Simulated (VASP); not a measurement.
An input for Ansatz (written as the equivalent of a VASP run, and not itself run):

Ansatz 0.2 input:
```yaml
crystal:
  lattice:
    - [2.9500000, 0.0000000, 0.0000000]
    - [0.0000000, 2.9500000, 0.0000000]
    - [0.0000000, 0.0000000, 2.9500000]
  atoms:
    - { symbol: Zn, position: [0.5000000, 0.5000000, 0.5000000] }
    - { symbol: Cu, position: [0.0000000, 0.0000000, 0.0000000] }
kpoints:
  mp_grid: { grid: [11, 11, 11] }
hamiltonian:
  xc: pbesol
  pseudopotentials: { kind: paw }
scf:
  occupations: { method: methfessel_paxton, width: 0.1 }
  max_iter: 100
relax:
  max_steps: 60
  f_tol: 0.01
  cell: {}
output: { forces: true, stress: true, eigenvalues: true }
```

**Question.** Translate this input to VASP (INCAR, KPOINTS, POSCAR, choice of POTCAR).

**Answer.** Several could match; the one computed here: 
POSCAR:
```
CuZn
1.0
  2.9500000000   0.0000000000   0.0000000000
  0.0000000000   2.9500000000   0.0000000000
  0.0000000000   0.0000000000   2.9500000000
Zn Cu
1 1
Cart
  1.4750000000   1.4750000000   1.4750000000
  0.0000000000   0.0000000000   0.0000000000
```

INCAR:
```
SYSTEM = CuZn
PREC = Accurate
ENCUT = 480
EDIFF = 1E-6
NELM = 100
ALGO = Normal
LREAL = .FALSE.
LASPH = .TRUE.
ISMEAR = 1
SIGMA = 0.1
GGA = PS
LMAXMIX = 4
LWAVE = .FALSE.
LCHARG = .FALSE.
IBRION = 2
ISIF = 3
NSW = 60
EDIFFG = -0.01
```

**KPOINTS**
```
Automatic
0
G
 11 11 11
0 0 0
```

POTCAR, in this order: Zn Cu (PBE.64 set). Program: vasp_std.

Limits of the translation: each code has its own PAW files, so the cut-off isn't converted (ENCUT is set for VASP's; basis.ecutwfc is left out, and Ansatz then takes the one that its files recommend); Ansatz stops its SCF on the density residual and VASP on the energy change (EDIFF).

The compound is CuZn in the CsCl type structure. This run relaxes it. Symmetry was kept, so distortions that lower it aren't found.
